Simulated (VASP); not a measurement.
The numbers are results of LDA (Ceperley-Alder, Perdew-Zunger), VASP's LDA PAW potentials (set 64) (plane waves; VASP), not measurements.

Input for VASP

### KPOINTS
```
kpoints
0
G
 10 10 7
```

**POSCAR**
```
NiSb
1
    1.9404959836    -3.3610377924    -0.0000000000
    1.9404959836     3.3610377924    -0.0000000000
    0.0000000000    -0.0000000000     5.0347579482
Ni Sb
2 2
Direct
  0.0000000000   0.0000000000   0.5000000000
  0.0000000000   0.0000000000   0.0000000000
  0.3333330000   0.6666670000   0.2500000000
  0.6666670000   0.3333330000   0.7500000000
```

### INCAR
```
SYSTEM = NiSb
PREC = Accurate
ENCUT = 520
EDIFF = 1E-7
NELM = 100
ALGO = Normal
LREAL = .FALSE.
LASPH = .TRUE.
ISMEAR = -5
LMAXMIX = 4
LWAVE = .FALSE.
LCHARG = .TRUE.
LORBIT = 11
NEDOS = 601
ISIF = 2
LEFG = .TRUE.
```

POTCAR, in this order: Ni Sb (LDA.64 set). Program: vasp_std.

Unless said otherwise, spin-orbit coupling is left out, though it shifts the bands of the heavy elements here.

### Question
Predict the energy per atom (σ→0), band gap (on the k-mesh).

### Answer

| Quantity | Result |
|---|---|
| energy per atom (σ→0) | -6.038 eV/atom |
| band gap (on the k-mesh) | none (metal, semimetal or under 0.01 eV) |

OSZICAR:
```
...
DAV:  12    -0.241529805396E+02    0.17937E-03   -0.54667E-04  3125   0.385E-01    0.233E-02
DAV:  13    -0.241529877798E+02   -0.72403E-05   -0.78362E-05  2498   0.725E-02    0.305E-02
DAV:  14    -0.241529854604E+02    0.23194E-05   -0.17738E-06  2572   0.142E-02    0.117E-02
DAV:  15    -0.241529847757E+02    0.68466E-06   -0.26160E-07  1661   0.546E-03    0.266E-03
DAV:  16    -0.241529843203E+02    0.45542E-06   -0.16169E-07  1381   0.397E-03    0.770E-04
DAV:  17    -0.241529840305E+02    0.28978E-06   -0.67229E-08  1157   0.228E-03    0.244E-04
DAV:  18    -0.241529839885E+02    0.42030E-07   -0.14531E-08  1127   0.145E-03
   1 F= -.24152984E+02 E0= -.24152984E+02  d E =0.000000E+00
```

The compound is NiSb in the NiAs type structure. It was relaxed first. The run is not spin-polarised, so no magnetic state was tried.
